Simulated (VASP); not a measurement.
# LiH: structure and properties in VASP, part 4 of 4

What structure does LiH take at this level, and what are its properties? The start is a cell from a database of measured crystal structures.

VASP 6.6.1; PBE; plane waves and PAW (Li_sv, H).

So far, gap on the k-mesh (eV): step 2 (relaxing cell and atoms (PBE)) 3.27; step 3 (second relaxation) 2.97; step 6 (total and projected DOS (PBE)) 2.97. The relaxed cell has a = 3.995 Å (conventional setting).

The database entry behind the starting cell differs from later determinations by our own check (the deuteride, about 0.2 % short), so it need not match the best structure at ambient conditions.

### Step 8. Dielectric tensor and Born charges (PBE) (continued)

Parts of OUTCAR (step 8):

```text
   k-points           NKPTS =    104   k-points in BZ     NKDIM =    104   number of bands    NBANDS=      8

   NELECT =       4.0000    total number of electrons

  Total        0.0055069      0.0055069      0.0055069      0.0000000      0.0000000     -0.0000000
  in kB        0.5535027      0.5535027      0.5535027      0.0000000      0.0000000     -0.0000000
  external PRESSURE =       0.5535027 kB  Pullay stress =       0.0000000 kB

 POSITION                                       TOTAL-FORCE (eV/Angst)
 -----------------------------------------------------------------------------------
      0.00000      0.00000      0.00000         0.000000      0.000000      0.000000
      1.99751      1.99751      1.99751        -0.000000     -0.000000     -0.000000
 -----------------------------------------------------------------------------------
    total drift:                                0.000000     -0.000000     -0.000000

 MACROSCOPIC STATIC DIELECTRIC TENSOR (including local field effects in DFT)
 ------------------------------------------------------
           4.409527     0.000000     0.000000
           0.000000     4.409527     0.000000
           0.000000    -0.000000     4.409527
 ------------------------------------------------------

 PIEZOELECTRIC TENSOR (including local field effects)  for field in x, y, z        (C/m^2)
          XX          YY          ZZ          XY          YZ          ZX
  --------------------------------------------------------------------------------
  x     0.00000     0.00000     0.00000     0.00000     0.00000     0.00000
  y     0.00000     0.00000     0.00000     0.00000     0.00000     0.00000
  z     0.00000     0.00000     0.00000     0.00000     0.00000     0.00000

 BORN EFFECTIVE CHARGES (including local field effects) (in |e|, cummulative output)
 ---------------------------------------------------------------------------------
 ion    1
    1     1.01937    -0.00000    -0.00000
    2     0.00000     1.01937    -0.00000
    3     0.00000    -0.00000     1.01937
 ion    2
    1    -1.01937     0.00000     0.00000
    2    -0.00000    -1.01937     0.00000
    3    -0.00000     0.00000    -1.01937

[... 7 parts as in an earlier step ...]

[... 3 further parts left out ...]
```

Energies printed during the response cycles are not total energies of the cell.

This step gave:

* irreducible k-points: 104
* Fermi energy: 0.2223 eV
* pressure: 0.05535 GPa

Electronic dielectric tensor with local fields:

```
4.41 0.00 0.00
0.00 4.41 0.00
0.00 0.00 4.41
```

Born effective charge (e), principal values of the symmetric part by kind of site:

| atom | atoms with these values | low | middle | high | mean |
| --- | --- | --- | --- | --- | --- |
| Li1 | 1 | 1.02 | 1.02 | 1.02 | 1.02 |
| H2 | 1 | -1.02 | -1.02 | -1.02 | -1.02 |

In full for H2:

```
-1.02  0.00  0.00
 0.00 -1.02  0.00
 0.00  0.00 -1.02
```

The Born charges sum to zero; the printed set may have that rule imposed, so this is no test.

### Step 9. Summary of results

| Quantity | Value |
| --- | --- |
| relaxed volume | 7.970 Å³/atom |
| relaxed conventional cell a, b, c | 3.995, 3.995, 3.995 Å |
| space group after relaxing, within 0.02 Å | Fm-3m (No. 225) |
| band gap | 2.97 eV, direct |
| gap among the points of the DOS mesh alone, an upper bound | 2.97 eV |
| largest field gradient Vzz | zero within the noise on all sites |
| electronic dielectric constant, mean | 4.41 |

In words: With PBE, LiH relaxes to 7.970 Å³/atom in space group Fm-3m (held by the symmetry of the run) and has a direct gap of 2.97 eV. Against the listed cell the volume lies -5.7 %. Band structure (PBE): The path shows a direct gap of 2.97 eV (valence top at X, conduction bottom at X). Dielectric tensor and Born charges (PBE): The electronic dielectric tensor with local fields is isotropic, 4.41. Dielectric tensor and Born charges (PBE): Mean Born effective charge: Li1 1.02, H2 -1.02 e. Semilocal functionals usually underestimate gaps. No search among competing phases was made, and a listed structure need not be the one stable at ambient conditions. All values are for a static lattice at zero temperature.

[Lines on the potential files, build, host, timing and source positions are cut from VASP's logs without a mark.]

[Logs are printed without paths, hosts, clocks, repeated set-up lines and the standing remarks that a program may print on its own settings, such as how far it seeks lower states.]

[Hosts, paths, dates, database ids (printed as entryN), source tags and the programs' standing remarks are cut or masked in the printed files.]

[A measured line is paired with the nearest computed mode of its activity, which favours agreement.]

[In band tables of VASP the shares of atoms and orbitals are scaled to a sum of 1 inside the atoms' spheres.]
